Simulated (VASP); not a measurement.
Crystal: Ir.

```
Ir
1.0
     0.00000    1.92696    1.92696
     1.92696    0.00000    1.92696
     1.92696    1.92696    0.00000
Ir
1
Direct
  0.00000 0.00000 0.00000
```

- Program: VASP 6.6.1
- Task: relaxation of cell and atoms
- Functional: PBEsol
- Potentials or basis: VASP PAW PBE potentials, release 64 (Ir)
- Cutoff: 480 eV
- k mesh: 18 × 18 × 18
- Occupations: gaussian, width 0.1 eV
- Spin: no spin polarisation

At the start: pressure -6.0 GPa; volume 14.31 Å³/atom.

Question: How do energy, volume and symmetry change on relaxing?

Answer: Over 4 steps the energy falls by 4.4 meV/atom and the volume is 14.08 Å³/atom (-1.6 %); space group Fm-3m (No. 225, to 0.05 Å).

Step by step:
```csv
step,energy change (eV),largest force (eV/Å),pressure (GPa),volume (Å³)
1,0.0000,0.0000,-6.01,14.31
2,0.0673,0.0000,28.64,13.23
3,-0.0044,0.0000,-0.17,14.09
4,-0.0044,0.0000,-0.01,14.08
```

Final structure:
```cif
data_structure
_symmetry_space_group_name_H-M 'P 1'
_symmetry_Int_Tables_number 1
_cell_length_a 2.7106
_cell_length_b 2.7106
_cell_length_c 2.7106
_cell_angle_alpha 60.000
_cell_angle_beta 60.000
_cell_angle_gamma 60.000
_cell_volume 14.08
loop_
_atom_site_label
_atom_site_type_symbol
_atom_site_fract_x
_atom_site_fract_y
_atom_site_fract_z
_atom_site_occupancy
Ir1 Ir 0.00000 0.00000 0.00000 1
```

Caveat: the PAW data sets were made with another functional, which shifts forces and pressure a little.
